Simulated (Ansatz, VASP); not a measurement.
# KCdF3: VASP beside Ansatz, part 3 of 3

Aim: how closely do two programs agree when they are given the same cell, functional and k mesh? The cell is taken from a series of runs on this material, whose earlier steps may have relaxed, scaled, displaced or heated it; both programs get it as it stands.

VASP 6.6.1 and Ansatz 0.2.0.

So far: Set-up; VASP: zone-centre phonons, LDA.

## Step 3: Ansatz: zone-centre phonons, LDA

Level of this step: Ansatz beside VASP: Kohn-Sham DFT, plane waves, LDA (Ansatz).

Ansatz runs on norm-conserving files, of PseudoDojo where its log says so.

The same cell, functional (in two slightly different forms) and mesh now go to Ansatz, which takes its cutoff from its data sets.

Contents of input.yaml:

```yaml
crystal:
  lattice:
    - [4.292014551, 0.0, 0.0]
    - [0.0, 4.292014551, 0.0]
    - [0.0, 0.0, 4.292014551]
  atoms:
    - { symbol: K, position: [0.0, 0.0, 0.0] }
    - { symbol: Cd, position: [0.5, 0.5, 0.5] }
    - { symbol: F, position: [0.0, 0.5, 0.5] }
    - { symbol: F, position: [0.5, 0.0, 0.5] }
    - { symbol: F, position: [0.5, 0.5, 0.0] }
kpoints:
  mp_grid: { grid: [4, 4, 4] }
hamiltonian:
  xc: lda
  pseudopotentials: { kind: nc, accuracy: standard }
scf:
  occupations: { method: fixed }
output:
  eigenvalues: true
phonons:
  method: dfpt
  dielectric: true
  rigid_motions: translations
```

The run is started by

```
> ansatz run input.yaml --threads 4 --pin off --max-ram 8192MiB --backend cpu --events-out ev --progress --plain --runs-dir out
```

Output:

```text
Engine: ansatz 0.2.0, x86_64-unknown-linux-gnu
Pseudopotentials: kind: nc
Pseudopotential: K, nc, valence charge 9, recommended cutoff 979.609905 eV (normal), K.nc.azcp (PseudoDojo's, or run here from an input of PseudoDojo's; its table is named by hamiltonian.pseudopotentials.accuracy)
Pseudopotential: Cd, nc, valence charge 20, recommended cutoff 1387.780699 eV (normal), Cd.nc.azcp (PseudoDojo's, or run here from an input of PseudoDojo's; its table is named by hamiltonian.pseudopotentials.accuracy)
Pseudopotential: F, nc, valence charge 7, recommended cutoff 1142.878222 eV (normal), F.nc.azcp (PseudoDojo's, or run here from an input of PseudoDojo's; its table is named by hamiltonian.pseudopotentials.accuracy)
Functional definition: SPW92
  exchange = slater_x
  correlation = pw_c
Crystal: 5 atoms, lattice volume = 79.065 Å³
Basis set: ecut = 1387.780699 eV, 9171 PW (Γ), exchange–correlation on 108×108×108 points (8 copies of the dense FFT grid, shifted against one another)
Bands: 30, of which v1, the nominal top of the filled ones, is band 25 counted from 1 (24 counted from 0)
Symmetry: 48 space group operations
k-points: 30 of 64 (irreducible under 2 space group operations, time reversal used)
Non-local potential: K, projectors of the file, l = 0: 2, l = 1: 2, l = 2: 2
Non-local potential: Cd, projectors of the file, l = 0: 2, l = 1: 2, l = 2: 2
Non-local potential: F, projectors of the file, l = 0: 2, l = 1: 2, l = 2: 1
Initial density: superposition of atomic densities (chi_scale 0.1, normalization cell, long waves kept (reshape's long-wave potential 0.00 eV rms))
Initial wavefunctions: pseudopotential atomic-orbital guess
Functional: x = slater, c = lda
SCF iter   1: F=—  HF=-7604.899490 eV  |F-HF|=—  |Δ(HF+E_count)|=         —  Δρ=2.15e-1  dr2=2.95e1  ethr=3.10e-3  ⟨swp⟩=7.0  Hψ=4489  notcnv=0  defer=81
preconditioner: auto → Resta (q_TF=auto, 2.528 Å⁻¹)  ε∞=4.0  [insulator: Δε(μ)=1.203 eV  Ē_g=15.220 eV  n_scr=18 (ndim 8)  ℏωp=26.4 eV  f_vac=0.051  ε∞_Penn≈4.0]
SCF iter   2: F=—  HF=-7596.088815 eV  |F-HF|=—  |Δ(HF+E_count)|=    8.81e0  Δρ=5.74e-2  dr2=1.76e0  ethr=3.10e-3  ⟨swp⟩=4.8  Hψ=2677  notcnv=0  defer=70
SCF iter   3: F=—  HF=-7595.484365 eV  |F-HF|=—  |Δ(HF+E_count)|=   6.04e-1  Δρ=2.22e-2  dr2=3.93e-1  ethr=3.10e-3  ⟨swp⟩=3.4  Hψ=1767  notcnv=0  defer=68
SCF iter   4: F=—  HF=-7595.329896 eV  |F-HF|=—  |Δ(HF+E_count)|=   1.54e-1  Δρ=1.03e-2  dr2=1.02e-1  ethr=7.85e-4  ⟨swp⟩=3.4  Hψ=1842  notcnv=0  defer=80
SCF iter   5: F=—  HF=-7595.286311 eV  |F-HF|=—  |Δ(HF+E_count)|=   4.36e-2  Δρ=2.15e-3  dr2=5.54e-3  ethr=2.04e-4  ⟨swp⟩=3.0  Hψ=2001  notcnv=0  defer=83
SCF iter   6: F=—  HF=-7595.284841 eV  |F-HF|=—  |Δ(HF+E_count)|=   1.47e-3  Δρ=4.98e-4  dr2=1.81e-4  ethr=1.11e-5  ⟨swp⟩=3.9  Hψ=1602  notcnv=0  defer=83
SCF iter   7: F=—  HF=-7595.284834 eV  |F-HF|=—  |Δ(HF+E_count)|=   7.45e-6  Δρ=6.13e-5  dr2=3.83e-6  ethr=3.61e-7  ⟨swp⟩=2.2  Hψ=1426  notcnv=0  defer=80
SCF iter   8: F=—  HF=-7595.285250 eV  |F-HF|=—  |Δ(HF+E_count)|=   4.16e-4  Δρ=2.18e-5  dr2=2.92e-7  ethr=7.66e-9  ⟨swp⟩=2.8  Hψ=1642  notcnv=0  defer=78
SCF iter   9: F=—  HF=-7595.285250 eV  |F-HF|=—  |Δ(HF+E_count)|=   6.14e-8  Δρ=3.57e-6  dr2=7.73e-9  ethr=5.85e-10  ⟨swp⟩=2.0  Hψ=1542  notcnv=0  defer=78
SCF iter  10: F=—  HF=-7595.285250 eV  |F-HF|=—  |Δ(HF+E_count)|=  3.63e-10  Δρ=5.25e-7  dr2=1.81e-10  ethr=1.55e-11  ⟨swp⟩=2.1  Hψ=1591  notcnv=0  defer=78
SCF iter  11: F=-7595.285250 eV  HF=-7595.285250 eV  |F-HF|=8.19e-12  |Δ(HF+E_count)|=  2.17e-10  Δρ=1.33e-7  dr2=5.95e-12  ethr=1.00e-12  ⟨swp⟩=17.5  Hψ=7554  notcnv=0
SCF 1 converged in 11 iterations: F = -7595.285250 eV  dr2 = 5.95e-12
DFPT response loops at Γ: preconditioner auto → none (the input reference at scf.mixing.eps_inf says where Resta's filter doesn't serve); β = 0.50; Broyden in place of MSR1
── the response to a field inside a basis, on 4×4×4 k-points: an SCF that follows is theirs, and a resumed run solves both again ──
Bands: 26, of which v1, the nominal top of the filled ones, is band 25 counted from 1 (24 counted from 0)
k-points: 4 of 64
Initial density: handed on by an earlier stage of this run
Initial wavefunctions: pseudopotential atomic-orbital guess (no wavefunctions were taken with the density)
Eigensolver: Dense (4 Hₖ)
SCF iter   1: F=—  HF=-7595.257364 eV  |F-HF|=—  |Δ(HF+E_count)|=         —  Δρ=3.68e-4  dr2=9.25e-6  ethr=1.00e-1
preconditioner: auto → Resta (q_TF=auto, 2.528 Å⁻¹)  ε∞=4.8  [insulator: Δε(μ)=3.999 eV  Ē_g=13.827 eV  n_scr=18 (ndim 8)  ℏωp=27.1 eV  f_vac=0.112  ε∞_Penn≈4.8]
SCF iter   2: F=—  HF=-7595.257370 eV  |F-HF|=—  |Δ(HF+E_count)|=   6.28e-6  Δρ=1.88e-4  dr2=2.44e-6  ethr=1.85e-8
SCF iter   3: F=—  HF=-7595.257373 eV  |F-HF|=—  |Δ(HF+E_count)|=   2.61e-6  Δρ=2.88e-5  dr2=2.24e-7  ethr=4.87e-9
SCF iter   4: F=-7595.257373 eV  HF=-7595.257373 eV  |F-HF|=9.57e-10  |Δ(HF+E_count)|=   2.54e-8  Δρ=4.07e-6  dr2=6.07e-9  ethr=4.48e-10
SCF 1 converged in 4 iterations: F = -7595.257373 eV  dr2 = 6.07e-9
DFPT response loops at Γ: mixed as the last ones told, above
SCF converged after 11 iterations
Free energy (F): -7595.285250 eV
Harris-Foulkes:  -7595.285250 eV  (|F-HF|=8.19e-12)
Internal energy: -7595.285250 eV  (E = F + TS)
E sigma→0 (E₀):  -7595.285250 eV
Fermi energy:    4.706184 eV
--- Per-component energies (eV) ---
  E_band       = -669.895834
  E_kinetic    = 3277.057522
  E_local      = -7966.547733  (includes V_loc(G=0)·N_el)
  E_nonlocal   = -2.584199
  E_hartree    = 2629.457849
  E_xc         = -1267.547459
  E_vxc        = -1236.737081  (∫ρ·V_xc dr)
  E_ewald      = -4265.121230
  E_smearing   = -0.000000  (= −TS)
  E_closure    = -0.000000  (closes the sum)
  Σ components = -7595.285250   (vs F -7595.285250, Δ=0.00e0)
--- Band table (eV; the first three rows and the last of 30) ---
  k-point 0: bands = [... 21 lower, 2.4301, 2.5083, 2.5083, 2.5083, 7.5505, 12.4536, 12.4536, 13.1980, ... 1 higher]
  k-point 1: bands = [... 21 lower, 2.4401, 2.5699, 2.6099, 2.6099, 8.5821, 12.4185, 12.8334, 13.7080, ... 1 higher]
  k-point 2: bands = [... 21 lower, 2.4183, 2.7469, 2.7469, 2.8688, 10.2920, 11.3379, 13.2466, 14.4177, ... 1 higher]
  k-point 29: bands = [... 21 lower, 2.9039, 2.9039, 4.7062, 4.7062, 12.0773, 12.0773, 12.0773, 13.7260, ... 1 higher]
--- Phonons (Γ-DFPT): 4 representative perturbations + reference, on 30 of 64 k-points (Σ response iterations 13) ---
  k mesh reduced under 2 symmetry operations, with k and −k counted as one. Each operation leaves every solved perturbation unchanged. A smaller set is not considered because the run solves the response to a homogeneous field
  ASR residual: 5.093e-4 → 0.000e0 eV/Å²; symmetrization residual: 1.564e-5 eV/Å²
  ASR residual per site (eV/Å²): 2.71e-5 5.09e-4 1.62e-4 1.62e-4 1.62e-4
  Γ frequencies (cm⁻¹): -60.68 -60.68 -60.68 -53.85 -53.85 -53.85 0.00 0.00 0.00 115.91 115.91 115.91 482.25 482.25 482.25
  ε∞ (high-frequency dielectric tensor):
        2.408879     0.000000     0.000000
        0.000000     2.408879     0.000000
        0.000000     0.000000     2.408879
  softest optical mode at Γ: -60.68 cm⁻¹; the repairs (sum rule, projections) moved no ω² at Γ by more than (2.38 cm⁻¹)²
  Born effective charges Z* (e; rows j = field, columns β = displacement):
    site 0:
         1.20039   -0.00000    0.00000
        -0.00000    1.20039    0.00000
        -0.00000    0.00000    1.20039
    site 1:
         2.29454   -0.00000    0.00000
         0.00000    2.29454    0.00000
         0.00000    0.00000    2.29454
    site 2:
        -1.75009    0.00000    0.00000
        -0.00000   -0.87242    0.00000
        -0.00000    0.00000   -0.87242
    site 3:
        -0.87242   -0.00000    0.00000
         0.00000   -1.75009    0.00000
        -0.00000    0.00000   -0.87242
    site 4:
        -0.87242   -0.00000   -0.00000
         0.00000   -0.87242    0.00000
         0.00000    0.00000   -1.75009
  Z* charge neutrality: 5.945e-4 e pre-enforcement
  solved inside a basis spanned on kpoints, on 4×4×4 k-points, its susceptibility summed on 8×8×8: ε∞ is read to err by 4.5e-3, Z* by 2.2e-2 e (field_mesh: kpoints solves on kpoints); Z* is corrected for what the basis lacks
  optical modes at Γ without the LO–TO term, one row a degenerate level:
      ω (cm⁻¹)  modes    IR ((D/Å)²/amu)
        -60.68      3             8.7384
        -53.85      3             0.0000
        115.91      3             1.4801
        482.25      3            12.2774
  optical modes at Γ + LO–TO along q̂ = [1.0000, 0.0000, 0.0000]:
      ω (cm⁻¹)  modes    IR ((D/Å)²/amu)
        -60.68      2             5.8256
        -53.85      3             0.0000
[...]
optical modes at Γ + LO–TO along q̂ = [0.0000, 1.0000, 0.0000]:
      ω (cm⁻¹)  modes    IR ((D/Å)²/amu)
[...]
534.26      1             5.2959
  optical modes at Γ + LO–TO along q̂ = [0.0000, 0.0000, 1.0000]:
      ω (cm⁻¹)  modes    IR ((D/Å)²/amu)
        -60.68      2             5.8256
        -53.85      3             0.0000
         96.15      1             0.1748
        115.91      2             0.9867
        177.80      1             2.0279
        482.25      2             8.1850
        534.26      1             5.2959
```

## Step 4: Comparison

Known differences besides the potentials themselves: the two LDA forms differ slightly; fixed occupations in Ansatz, narrow Gaussian smearing in VASP; VASP's response is taken on the typed mesh, Ansatz refines its own for the field response alone; the data sets hold 50 valence electrons in Ansatz (on norm-conserving files, of PseudoDojo where its log says so) and 42 in VASP; the cutoff is 1387.78 eV in Ansatz and 600 eV in VASP; VASP's log shows a relativistic correction to its local exchange, Ansatz's none. Total energies have different zeros and are not compared.

Both answers:

```tsv
quantity	Ansatz	VASP	difference
ε∞ xx	2.41	2.40	+0.57 %
ε∞ yy	2.41	2.40	+0.57 %
ε∞ zz	2.41	2.40	+0.57 %
Born charge of K1 (mean of the diagonal) (e)	1.20	1.20	0.00
Born charge of Cd2 (mean of the diagonal) (e)	2.29	2.27	+0.03
Born charge of F3 (mean of the diagonal) (e)	-1.16	-1.15	-0.01
optical mode 1 to 3 (imaginary, printed as negative) (cm⁻¹)	-60.7	-67.7	+7.0
optical mode 4 to 6 (imaginary, printed as negative) (cm⁻¹)	-53.9	-62.4	+8.5
optical mode 7 to 9 (cm⁻¹)	115.9	110.9	+4.47 %
optical mode 10 to 12 (cm⁻¹)	482.2	504.1	-4.34 %
```

Modes are paired by rising frequency, not by their patterns, so a pair may set unlike modes beside each other; they are those without the splitting of longitudinal modes.

## Step 5: Further runs

Further runs change the set-up of one program: Ansatz's method, potentials or start, or VASP's data sets, cutoff or form of LDA. The table gives Ansatz less VASP for each quantity, since a change that brings one quantity closer may part another.

```tsv
run	ε∞ xx (%)	ε∞ yy (%)	ε∞ zz (%)	Born charge of K1 (mean of the diagonal) (e)	Born charge of Cd2 (mean of the diagonal) (e)	Born charge of F3 (mean of the diagonal) (e)
as above	0.57	0.57	0.57	0.0029	0.028	-0.010
VASP with the data sets K_sv, Cd_sv_GW and F	-0.12	-0.12	-0.12	-0.011	0.015	-0.0014
```

## Step 6: What came out

* r.m.s. difference of the optical zone-centre modes, each program's sorted by frequency (zone-centre phonons, LDA): 12 cm⁻¹
* difference in optical mode 7 to 9 (zone-centre phonons, LDA): +4.5 %

What this shows: The r.m.s. difference of the optical zone-centre modes, each program's sorted by frequency is 12 cm⁻¹ (zone-centre phonons, LDA). The data sets hold unlike numbers of valence electrons (50 in Ansatz and 42 in VASP), so part of the differences comes from the potentials. Among the rows given in per cent, the largest difference of the zone-centre phonons, LDA pair is in optical mode 7 to 9, +4.5 %. Zone-centre phonons, LDA, VASP with the data sets K_sv, Cd_sv_GW and F: the difference in ε∞ xx goes from 0.57 to -0.12 %; the difference in ε∞ yy goes from 0.57 to -0.12 %; the difference in ε∞ zz goes from 0.57 to -0.12 %; the difference in Born charge of K1 (mean of the diagonal) goes from 0.0029 to -0.011 e; the difference in Born charge of Cd2 (mean of the diagonal) goes from 0.028 to 0.015 e; the difference in Born charge of F3 (mean of the diagonal) goes from -0.010 to -0.0014 e. Such differences can come from data sets, numerical settings and the points named under the comparisons, not from the functional's error against experiment.

[Lines on the potential files, build, host, timing and source positions are cut from VASP's logs without a mark.]

[Logs are printed without paths, hosts, clocks, repeated set-up lines and the standing remarks that a program may print on its own settings, such as how far it seeks lower states.]

[Hosts, paths, dates, database ids (printed as entryN), source tags and the programs' standing remarks are cut or masked in the printed files.]
